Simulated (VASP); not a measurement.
```yaml
crystal:
  lattice:
    - [-1.54382, 1.54382, 2.91362]
    - [1.54382, -1.54382, 2.91362]
    - [1.54382, 1.54382, -2.91362]
  atoms:
    - { symbol: Sb, position: [0.00000, 0.00000, 0.00000] }
```

Level of theory: r2SCAN+rVV10 with spin-orbit coupling, VASP's PBE PAW potentials (set 64) (plane waves; VASP 6.6.1). Numerical set-up: 400 eV cut-off, 15×15×15 Γ-centred mesh, Gaussian smearing of 0.050 eV, potentials Sb.

### Question
The job: Sb (space group I4/mmm), 1 atom, r2SCAN+rVV10+SOC, static run, 400 eV, 15×15×15 Γ-centred mesh. Roughly how much core time does it take on a busy server core?

### Answer
About 8 core-minutes (one run on a shared machine, a rough figure). It had 288 irreducible k-points, 12 bands, up to 1030 plane waves and 15 electronic steps.

The structure comes from a measured Sb entry (I4/mmm) of the Crystallography Open Database, whose conditions weren't checked. It was relaxed first, which changed the volume by +24 %.
